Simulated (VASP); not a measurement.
# SiNi3: structure and properties in VASP, part 3 of 5

What structure does SiNi3 take at this level, and what are its properties? Left out of this account: at least 1 further run (phonons: its modes failed a check). The start is a cell from a database of measured crystal structures.

VASP 6.6.1, plane waves and PAW; the level of theory is named at each step.

So far. Step 5 (Magnetic start: antiferromagnetic, q = (1/2, 1/2, 1/2)): The energy lies -0.8 meV an atom from the first pattern, and both runs end without moments, so a difference comes from cell, mesh or thresholds alone. The moments fall under 0.1 μB, and the mesh shows no gap.

The database entry behind the starting cell differs from later determinations by our own check (an axis about 0.9 % long against later determinations), so it need not match the best structure at ambient conditions.

## Step 6: Magnetic start: antiferromagnetic, q = (1/2, 1/2, 0)

Level of this step: SCAN, spin-polarised from an antiferromagnetic start; plane waves and PAW (Si, Ni) (VASP).

Next, a pattern with opposite moments, which needs a doubled cell; q is given in the reciprocal vectors of the primitive cell.

INCAR reads:

```
SYSTEM = SiNi3
PREC = Accurate
ENCUT = 400
EDIFF = 1E-06
NELM = 100
ISMEAR = 1
SIGMA = 0.2
LREAL = .FALSE.
ALGO = Normal
METAGGA = SCAN
LASPH = .TRUE.
NBANDS = 46
ISPIN = 2
MAGMOM = 0 0 1 -1 1 -1 1 -1
LMAXMIX = 4
LORBIT = 11
LWAVE = .FALSE.
LCHARG = .FALSE.
KPAR = 8
ISIF = 2
```

POSCAR reads:

```
SiNi3
1.0
    7.0840000000      0.0000000000      0.0000000000
    3.5420000000      3.5420000000      0.0000000000
    0.0000000000      0.0000000000      3.5420000000
Si Ni
2 6
Direct
    0.0000000000      0.0000000000      0.0000000000
    0.5000000000      0.0000000000      0.0000000000
    0.7500000000      0.5000000000      0.5000000000
    0.2500000000      0.5000000000      0.5000000000
    0.2500000000      0.0000000000      0.5000000000
    0.7500000000      0.0000000000      0.5000000000
    0.0000000000      0.5000000000      0.0000000000
    0.5000000000      0.5000000000      0.0000000000
```

KPOINTS reads:

```
Automatic mesh
0
Gamma
6 6 6
0 0 0
```

PAW data sets: Si and Ni (PBE family, release 64).

Started as:

```bash
mpirun -np 8 vasp_std
```

What it wrote:

```text
[... set-up lines as in an earlier step ...]
 entering main loop
       N       E                     dE             d eps       ncg     rms          rms(c)
DAV:   1     0.375240500565E+03    0.37524E+03   -0.25411E+04 11784   0.167E+03
DAV:   2    -0.958097506472E+02   -0.47105E+03   -0.44864E+03 11776   0.364E+02
DAV:   3    -0.134654443603E+03   -0.38845E+02   -0.36736E+02 12670   0.134E+02
DAV:   4    -0.135597696133E+03   -0.94325E+00   -0.93888E+00 13398   0.213E+01
DAV:   5    -0.135624901915E+03   -0.27206E-01   -0.27200E-01 14614   0.296E+00    0.290E+01
DAV:   6    -0.128755408248E+03    0.68695E+01   -0.10892E+02 12956   0.131E+02    0.290E+01
DAV:   7    -0.119571842113E+03    0.91836E+01   -0.31138E+01 13410   0.730E+01    0.672E+00
DAV:   8    -0.120731106391E+03   -0.11593E+01   -0.42289E+00 16226   0.405E+01    0.953E+00
DAV:   9    -0.120092578708E+03    0.63853E+00   -0.14861E+00 13948   0.356E+01    0.274E+00
DAV:  10    -0.120076636189E+03    0.15943E-01   -0.32448E-01 14238   0.696E+00    0.102E+00
DAV:  11    -0.120078585250E+03   -0.19491E-02   -0.76113E-02 12974   0.257E+00    0.484E-01
DAV:  12    -0.120080011994E+03   -0.14267E-02   -0.61038E-03 14530   0.884E-01    0.275E-01
DAV:  13    -0.120081545760E+03   -0.15338E-02   -0.19991E-03 14682   0.554E-01    0.111E-01
DAV:  14    -0.120081844999E+03   -0.29924E-03   -0.38146E-04 12740   0.177E-01    0.393E-02
DAV:  15    -0.120081777042E+03    0.67957E-04   -0.59295E-05 14854   0.100E-01    0.233E-02
DAV:  16    -0.120081780568E+03   -0.35257E-05   -0.15375E-05 13414   0.567E-02    0.785E-03
DAV:  17    -0.120081778348E+03    0.22200E-05   -0.21198E-06  7992   0.180E-02    0.324E-03
DAV:  18    -0.120081765259E+03    0.13088E-04   -0.81907E-07  6584   0.957E-03    0.161E-03
DAV:  19    -0.120081761765E+03    0.34939E-05   -0.20932E-07  6464   0.424E-03    0.645E-04
DAV:  20    -0.120081761207E+03    0.55781E-06   -0.65679E-08  6374   0.209E-03
   1 F= -.12008176E+03 E0= -.12008497E+03  d E =0.961449E-02  mag=     0.0000
```

The job ended after 2.6 min (8 MPI ranks of Intel Xeon Platinum 8488C (Sapphire Rapids), shared host; peak memory 3.5 GiB).

OUTCAR, selected parts (step 6):

```text
   k-points           NKPTS =     64   k-points in BZ     NKDIM =     64   number of bands    NBANDS=     46

   ENCUT  =  400.0 eV  29.40 Ry    5.42 a.u.  11.55  8.17  5.78*2*pi/ulx,y,z

   NELECT =      68.0000    total number of electrons

 E-fermi :   9.9870

 spin component 1
 k-point     1 :       0.0000    0.0000    0.0000
  band No.  band energies     occupation
    ...
     29       9.1017      1.00000
     30       9.1019      1.00000
     31       9.2565      1.00000
     32       9.2619      1.00000
     33       9.6331      1.01563
     34      10.0279      0.33071
     35      10.0310      0.31852
     36      10.0345      0.30509
     37      10.6033     -0.00006
     38      10.6086     -0.00005
    ...

 k-point     2 :       0.1667    0.0000    0.0000
  band No.  band energies     occupation
    ...
     29       9.1971      1.00000
     30       9.2021      1.00000
     31       9.2487      1.00000
     32       9.3327      1.00002
     33       9.5666      1.00568
     34       9.9903      0.48596
     35      10.2397     -0.03524
     36      10.3863     -0.00808
     37      10.6104     -0.00005
     38      10.9837     -0.00000
    ...

  Total       -9.4801201     -9.4801201     -9.7445841     -0.0022581      0.0000000      0.0000000
  in kB     -170.9026335   -170.9026335   -175.6702516     -0.0407081      0.0000000      0.0000000
  external PRESSURE =    -172.4918395 kB  Pullay stress =       0.0000000 kB

 POSITION                                       TOTAL-FORCE (eV/Angst)
 -----------------------------------------------------------------------------------
      0.00000      0.00000      0.00000         0.000023      0.000023     -0.000000
      3.54200      0.00000      0.00000         0.000023      0.000023     -0.000000
      7.08400      1.77100      1.77100         0.000010     -0.000033     -0.000000
      3.54200      1.77100      1.77100         0.000010     -0.000033     -0.000000
      1.77100      0.00000      1.77100        -0.000033      0.000010     -0.000000
      5.31300      0.00000      1.77100        -0.000033      0.000010     -0.000000
      1.77100      1.77100      0.00000         0.000000      0.000000     -0.000000
      5.31300      1.77100      0.00000         0.000000      0.000000      0.000000
 -----------------------------------------------------------------------------------
    total drift:                                0.000007      0.000008      0.000000

  FREE ENERGIE OF THE ION-ELECTRON SYSTEM (eV)
  ---------------------------------------------------
  free  energy   TOTEN  =      -120.0817612075 eV

  energy  without entropy=     -120.0913757006  energy(sigma->0) =     -120.08496604

 magnetization (x)
# of ion       s       p       d       tot
------------------------------------------
    1        0.000   0.000   0.000   0.000
    2       -0.000  -0.000   0.000  -0.000
    3       -0.000   0.000  -0.000  -0.000
    4        0.000  -0.000   0.000   0.000
    5       -0.000   0.000  -0.000  -0.000
    6        0.000  -0.000   0.000   0.000
    7       -0.000  -0.000   0.000   0.000
    8        0.000   0.000  -0.000  -0.000
--------------------------------------------------
tot          0.000   0.000   0.000   0.000

[... 1 part as in an earlier step ...]

[... 14 further parts left out ...]
```

At this level the cell is under a tension of 17.2 GPa, so at these settings it is away from equilibrium.

Numbers from this step:

```yaml
scf_cycles: 20
irreducible_k_points: 64
symmetry_operations: 4
free_energy_toten: -120.0818 eV
energy_at_zero_smearing: -120.0850 eV
fermi_energy: 9.987 eV
pressure: -17.25 GPa
```

The energy lies -0.5 meV an atom from the first pattern, and both runs end without moments, so a difference comes from cell, mesh or thresholds alone. The moments fall under 0.1 μB, and the mesh shows no gap.

## Step 7: The orders side by side

This step: collinear orders at SCAN; plane waves and PAW (VASP 6.6.1).

This step runs nothing: it gathers the runs above.

Patterns, by row:

| start | atoms | energy less that of the first (meV/atom) | largest site moment (μB) | end state |
| --- | --- | --- | --- | --- |
| ferromagnetic | 4 | 0 | 0 | non-magnetic |
| antiferromagnetic within the cell | 4 | 0 | 0 | non-magnetic |
| antiferromagnetic, q = (0, 0, 1/2) | 8 | 0 | 0.01 | non-magnetic |
| antiferromagnetic, q = (1/2, 1/2, 1/2) | 8 | -0.8 | 0 | non-magnetic |
| antiferromagnetic, q = (1/2, 1/2, 0) | 8 | -0.5 | 0 | non-magnetic |

All patterns lost their moments. Runs that ended non-magnetic differ by up to 0.8 meV an atom among themselves, which can come from the unlike meshes of the cells or from a run that isn't fully settled. The session goes on with moments started at or near zero.

## Step 8: Relaxing cell and atoms (SCAN)

This step: SCAN, zero-moment start; plane waves and PAW (Si, Ni) (VASP 6.6.1).

System of this step: SiNi3. It takes space group Pm-3m (No. 221, cubic). The conventional cell has a = 3.542 Å, b = 3.542 Å, c = 3.542 Å, α = 90.00°, β = 90.00°, γ = 90.00°. Nearest to Si lie 12 Ni at 2.50 Å. Ni has 4 Si at 2.50 Å and 8 Ni at 2.50 Å nearest. Farther neighbours are not listed.

Properties are meant for the cell that this level of theory prefers, so cell and atoms are relaxed first (ISIF = 3) until forces and stress are small; EDIFFG sets the threshold.

Edit INCAR of step 6 so:

```diff
@@ -11,5 +11,5 @@
 LASPH = .TRUE.
-NBANDS = 46
+NBANDS = 25
 ISPIN = 2
-MAGMOM = 0 0 1 -1 1 -1 1 -1
+MAGMOM = -0 0 0 0
 LMAXMIX = 4
@@ -19,2 +19,5 @@
 KPAR = 8
-ISIF = 2
+IBRION = 2
+NSW = 60
+ISIF = 3
+EDIFFG = -0.01
```

POSCAR reads:

```
SiNi3
1.0
    3.5420000000      0.0000000000      0.0000000000
    0.0000000000      3.5420000000      0.0000000000
    0.0000000000      0.0000000000      3.5420000000
Si Ni
1 3
Direct
    0.0000000000      0.0000000000      0.0000000000
    0.0000000000      0.5000000000      0.5000000000
    0.5000000000      0.0000000000      0.5000000000
    0.5000000000      0.5000000000      0.0000000000
```

KPOINTS is that of step 6.

Started as:

```bash
mpirun -np 8 vasp_std
```

What it wrote:

```text
[... set-up lines as in an earlier step ...]
 entering main loop
       N       E                     dE             d eps       ncg     rms          rms(c)
DAV:   1     0.141587443423E+03    0.14159E+03   -0.13374E+04  2024   0.154E+03
DAV:   2    -0.588377092072E+02   -0.20043E+03   -0.18905E+03  2001   0.304E+02
DAV:   3    -0.678693097579E+02   -0.90316E+01   -0.87645E+01  2296   0.868E+01
DAV:   4    -0.680106935384E+02   -0.14138E+00   -0.14118E+00  2272   0.978E+00
DAV:   5    -0.680152978071E+02   -0.46043E-02   -0.46034E-02  2478   0.163E+00    0.198E+01
DAV:   6    -0.643540645224E+02    0.36612E+01   -0.42604E+01  2219   0.116E+02    0.190E+01
DAV:   7    -0.598992195850E+02    0.44548E+01   -0.12061E+01  2348   0.606E+01    0.406E+00
DAV:   8    -0.600489495122E+02   -0.14973E+00   -0.56328E-01  2016   0.582E+00    0.137E+00
DAV:   9    -0.600368906539E+02    0.12059E-01   -0.32432E-02  2551   0.228E+00    0.447E-01
DAV:  10    -0.600367346900E+02    0.15596E-03   -0.37890E-03  2450   0.675E-01    0.184E-01
DAV:  11    -0.600375807738E+02   -0.84608E-03   -0.69792E-04  2250   0.264E-01    0.603E-02
DAV:  12    -0.600376699179E+02   -0.89144E-04   -0.51179E-05  2389   0.666E-02    0.266E-02
DAV:  13    -0.600376221855E+02    0.47732E-04   -0.59945E-06  2437   0.234E-02    0.102E-02
DAV:  14    -0.600376082647E+02    0.13921E-04   -0.17275E-06  1852   0.109E-02    0.509E-03
DAV:  15    -0.600375917375E+02    0.16527E-04   -0.24750E-07  1145   0.505E-03    0.184E-03
DAV:  16    -0.600375887033E+02    0.30342E-05   -0.46945E-08  1119   0.219E-03    0.719E-04
DAV:  17    -0.600375870786E+02    0.16247E-05   -0.22293E-08  1076   0.111E-03    0.327E-04
DAV:  18    -0.600375867263E+02    0.35229E-06   -0.69409E-09  1083   0.829E-04
   1 F= -.60037587E+02 E0= -.60040331E+02  d E =-.600376E+02  mag=    -0.0001
 curvature:   0.00 expect dE= 0.000E+00 dE for cont linesearch  0.000E+00
 trial: gam= 0.00000 g(F)=  0.000E+00 g(S)=  0.857E+00 ort = 0.000E+00 (trialstep = 0.100E+01)
 search vector abs. value=  0.857E+00
 bond charge predicted
       N       E                     dE             d eps       ncg     rms          rms(c)
DAV:   1    -0.778423728651E+02   -0.17805E+02   -0.17758E+02  2034   0.186E+02    0.396E+01
DAV:   2    -0.680456155711E+02    0.97968E+01   -0.10695E+02  2250   0.197E+02    0.201E+01
DAV:   3    -0.602619124731E+02    0.77837E+01   -0.27678E+01  2254   0.916E+01    0.742E+00
DAV:   4    -0.600942734864E+02    0.16764E+00   -0.14208E+00  2095   0.113E+01    0.437E+00
DAV:   5    -0.599268046579E+02    0.16747E+00   -0.11068E-01  2646   0.356E+00    0.156E+00
DAV:   6    -0.599143958690E+02    0.12409E-01   -0.24761E-02  2116   0.137E+00    0.322E-01
DAV:   7    -0.599147287917E+02   -0.33292E-03   -0.21568E-03  2242   0.388E-01    0.675E-02
DAV:   8    -0.599148693089E+02   -0.14052E-03   -0.14783E-04  2525   0.151E-01    0.427E-02
DAV:   9    -0.599149975292E+02   -0.12822E-03   -0.26988E-05  2387   0.442E-02    0.236E-02
DAV:  10    -0.599150271659E+02   -0.29637E-04   -0.32667E-06  2022   0.215E-02    0.128E-02
DAV:  11    -0.599150239184E+02    0.32474E-05   -0.45324E-07  1046   0.735E-03    0.418E-03
DAV:  12    -0.599150285486E+02   -0.46301E-05   -0.31310E-07  1115   0.447E-03    0.196E-03
DAV:  13    -0.599150255597E+02    0.29889E-05   -0.36029E-08  1016   0.208E-03    0.159E-03
DAV:  14    -0.599150209114E+02    0.46482E-05   -0.12355E-08  1024   0.919E-04    0.240E-04
DAV:  15    -0.599150194311E+02    0.14804E-05   -0.51661E-09  1024   0.635E-04    0.252E-04
DAV:  16    -0.599150198424E+02   -0.41133E-06   -0.20142E-09  1024   0.378E-04
   2 F= -.59915020E+02 E0= -.59917634E+02  d E =0.122567E+00  mag=    -0.0000
[...]
3 F= -.60261221E+02 E0= -.60263930E+02  d E =-.223634E+00  mag=     0.0000
[...]
4 F= -.60260685E+02 E0= -.60263396E+02  d E =-.223098E+00  mag=     0.0000
[...]
5 F= -.60261037E+02 E0= -.60263747E+02  d E =-.223450E+00  mag=    -0.0000
[...]
6 F= -.60260559E+02 E0= -.60263270E+02  d E =0.477909E-03  mag=    -0.0000
 trial-energy change:    0.000478  1 .order    0.000027   -0.000130    0.000183
 step:   0.3696(harm=  0.3696)  dis= 0.00000  next Energy=   -60.261064 (dE=-0.269E-04)
 bond charge predicted
       N       E                     dE             d eps       ncg     rms          rms(c)
DAV:   1    -0.602614607299E+02   -0.90085E-03   -0.78008E-03  2030   0.138E+00    0.253E-01
DAV:   2    -0.602619726623E+02   -0.51193E-03   -0.62671E-03  2350   0.147E+00    0.174E-01
DAV:   3    -0.602609874547E+02    0.98521E-03   -0.17428E-03  2334   0.756E-01    0.402E-02
DAV:   4    -0.602609301840E+02    0.57271E-04   -0.10073E-04  2096   0.854E-02    0.887E-03
DAV:   5    -0.602609197375E+02    0.10447E-04   -0.43156E-06  1992   0.201E-02    0.574E-03
DAV:   6    -0.602609007067E+02    0.19031E-04   -0.73304E-07  1228   0.741E-03    0.340E-03
DAV:   7    -0.602608763052E+02    0.24401E-04   -0.61343E-07  1214   0.710E-03    0.129E-03
DAV:   8    -0.602608714961E+02    0.48091E-05   -0.32679E-07  1000   0.716E-03    0.730E-04
DAV:   9    -0.602608731090E+02   -0.16129E-05   -0.44706E-08  1000   0.247E-03    0.403E-04
DAV:  10    -0.602608732781E+02   -0.16902E-06   -0.11605E-08  1000   0.111E-03
   7 F= -.60260873E+02 E0= -.60263584E+02  d E =0.163733E-03  mag=    -0.0000
 curvature:  -0.18 expect dE=-0.158E-08 dE for cont linesearch -0.158E-08
 trial: gam=-0.00761 g(F)=  0.948E-65 g(S)=  0.856E-08 ort = 0.112E-05 (trialstep = 0.787E+00)
 search vector abs. value=  0.101E-09
 reached required accuracy - stopping structural energy minimisation
```

Elapsed: 77 s, on 8 MPI ranks; peak memory 1.5 GiB; 10 min of CPU time.

OUTCAR, selected parts (step 8):

```text
   k-points           NKPTS =     20   k-points in BZ     NKDIM =     20   number of bands    NBANDS=     25

   NELECT =      34.0000    total number of electrons

 E-fermi :  11.2081

 spin component 1
 k-point     1 :       0.0000    0.0000    0.0000
  band No.  band energies     occupation
    ...
     12      10.2257      1.00000
     13      10.2257      1.00000
     14      10.4128      1.00000
     15      10.4128      1.00000
     16      10.8321      1.01154
     17      11.2555      0.30569
     18      11.2556      0.30527
     19      11.2556      0.30526
     20      16.6925      0.00000
     21      17.8899      0.00000
    ...

 k-point     2 :       0.1667    0.0000    0.0000
  band No.  band energies     occupation
    ...
     12      10.2943      1.00000
     13      10.2944      1.00000
     14      10.3522      1.00000
     15      10.4137      1.00000
     16      10.6877      1.00072
     17      11.2559      0.30412
     18      11.9517     -0.00000
     19      11.9517     -0.00000
     20      17.0670      0.00000
     21      17.7876      0.00000
    ...

  Total        0.0004863      0.0004863      0.0004863      0.0000000     -0.0000000      0.0000000
  in kB        0.0190034      0.0190034      0.0190034      0.0000000     -0.0000000      0.0000000
  external PRESSURE =       0.0190034 kB  Pullay stress =       0.0000000 kB

 POSITION                                       TOTAL-FORCE (eV/Angst)
 -----------------------------------------------------------------------------------
      0.00000     -0.00000      3.44817         0.000000      0.000000      0.000000
     -0.00000      1.72408      1.72408        -0.000000     -0.000000      0.000000
      1.72408     -0.00000      1.72408         0.000000     -0.000000      0.000000
      1.72408      1.72408      3.44817         0.000000      0.000000      0.000000
 -----------------------------------------------------------------------------------
    total drift:                                0.000000      0.000000     -0.000000

  FREE ENERGIE OF THE ION-ELECTRON SYSTEM (eV)
  ---------------------------------------------------
  free  energy   TOTEN  =       -60.2608732781 eV

  energy  without entropy=      -60.2690048926  energy(sigma->0) =      -60.26358382

 reached required accuracy - stopping structural energy minimisation

 magnetization (x)
# of ion       s       p       d       tot
------------------------------------------
    1       -0.000  -0.000   0.000  -0.000
    2       -0.000   0.000  -0.000  -0.000
    3       -0.000   0.000  -0.000  -0.000
    4       -0.000   0.000  -0.000  -0.000
--------------------------------------------------
tot         -0.000  -0.000  -0.000  -0.000

[... 6 parts as in an earlier step ...]

[... 10 further parts left out ...]
```

CONTCAR:

```
SiNi3
   1.00000000000000
     3.4481692961078050   -0.0000000000000000    0.0000000000000000
    -0.0000000000000000    3.4481692961078050   -0.0000000000000000
     0.0000000000000000   -0.0000000000000000    3.4481692961078050
  Si              Ni
     1     3
Direct
     0.0000000000000000    0.0000000000000000    1.0000000000000000
     0.0000000000000000    0.5000000000000000    0.5000000000000000
     0.5000000000000000    0.0000000000000000    0.5000000000000000
     0.5000000000000000    0.5000000000000000    1.0000000000000000
```

This run allows spin, but its moments start at zero, where symmetry between the spins tends to hold them, which is where the search above led. The run keeps the 48 symmetry operations of its start, so it cannot find a distortion of lower symmetry.

Step by step:

| step | energy less that of the first step (eV) | largest force (eV/Å) | pressure (GPa) | volume (Å³) |
| --- | --- | --- | --- | --- |
| 1 | 0.0000 | 0.0000 | -17.55 | 44.44 |
| 2 | 0.1226 | 0.0000 | 32.44 | 37.06 |
| 3 | -0.2236 | 0.0000 | 0.92 | 40.87 |
| 4 | -0.2231 | 0.0000 | -0.23 | 41.03 |
| 5 | -0.2234 | 0.0000 | 0.25 | 40.96 |
| 6 | -0.2230 | 0.0000 | -0.35 | 41.05 |
| 7 | -0.2233 | 0.0000 | 0.00 | 41.00 |

| conventional cell, symmetrised | before | after | change |
| --- | --- | --- | --- |
| a (Å) | 3.542 | 3.448 | -2.6 % |
| b (Å) | 3.542 | 3.448 | -2.6 % |
| c (Å) | 3.542 | 3.448 | -2.6 % |
| volume (Å³/atom) | 11.11 | 10.25 | -7.7 % |

The relaxed structure:

```xyz
4
Lattice="3.4482 0.0000 0.0000 0.0000 3.4482 0.0000 0.0000 0.0000 3.4482" Properties=species:S:1:pos:R:3 pbc="T T T"
Si    0.0000    0.0000    0.0000
Ni    0.0000    1.7241    1.7241
Ni    1.7241    0.0000    1.7241
Ni    1.7241    1.7241    0.0000
```

This step gave:

```yaml
electrons: 34
bands: 25
irreducible_k_points: 20
symmetry_operations: 48
free_energy_toten: -60.2609 eV
energy_at_zero_smearing: -60.2636 eV
fermi_energy: 11.21 eV
pressure: 0.001900 GPa
scf_cycles_over_all_ionic_steps: 87
```

It ends with forces that vanish by symmetry and a pressure of 0.00 GPa.

(Continued in part 4 of 5.)

[Lines on the potential files, build, host, timing and source positions are cut from VASP's logs without a mark.]

[Logs are printed without paths, hosts, clocks, repeated set-up lines and the standing remarks that a program may print on its own settings, such as how far it seeks lower states.]

[Hosts, paths, dates, database ids (printed as entryN), source tags and the programs' standing remarks are cut or masked in the printed files.]

[A measured line is paired with the nearest computed mode of its activity, which favours agreement.]

[In band tables of VASP the shares of atoms and orbitals are scaled to a sum of 1 inside the atoms' spheres.]
